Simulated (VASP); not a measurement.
Input of a VASP 6.6.1 run:

The input INCAR:

```
SYSTEM = Be3CdO4
  ALGO = Fast
  EDIFF = 1E-4
  EDIFFG = -0.08
  ENCUT = 520
  GGA = PE
  IBRION = 2
  ISIF = 3
  ISMEAR = 0
  KPAR = 4
  LASPH = .TRUE.
  LCHARG = .FALSE.
  LREAL = .FALSE.
  LWAVE = .FALSE.
  NELM = 60
  NSW = 24
  PREC = Normal
  SIGMA = 0.15
```

KPOINTS

```
k-points
0
G
  4 4 3
  0 0 0
```

The input POSCAR:

```
Be3CdO4
1.0
    4.7149463300      0.0000000000      0.0000000000
   -2.3574731700      4.0832633000      0.0000000000
    0.0000000000      0.0000000000      5.1241843300
Be Cd O
3 1 4
Direct
    0.5000000000      0.0000000000      0.0000000000
    0.0000000000      0.5000000000      0.0000000000
    0.5000000000      0.5000000000      0.0000000000
    0.0000000000      0.0000000000      0.0000000000
    0.5000000000      0.0000000000      0.5000000000
    0.0000000000      0.5000000000      0.5000000000
    0.5000000000      0.5000000000      0.5000000000
    0.0000000000      0.0000000000      0.5000000000
```

Potentials or basis: VASP PAW PBE potentials, release 64 (Be, Cd, O).

Command:

```bash
$ cat potpaw_PBE.64/Be/POTCAR potpaw_PBE.64/Cd/POTCAR potpaw_PBE.64/O/POTCAR > POTCAR
$ mpirun -np 4 vasp_std > vasp.out
```

Q: What does it give for the space group after relaxing (to 0.05 Å)?

A: P6/mmm (No. 191).

Q: What does it give for the relaxed cell?

A: a = 6.044 Å, b = 6.044 Å, c = 3.293 Å, α = 90.00°, β = 90.00°, γ = 120.00°.

Q: Estimate the band gap on the k mesh.

A: 0.53 eV, indirect (least direct gap 1.25 eV).

Stress tensor (GPa, compression positive):
```
0.50 0.00 0.00
0.00 0.50 0.00
0.00 0.00 0.34
```

Caveat: an odd mesh through Γ misses points on the zone boundary, where band edges often lie.
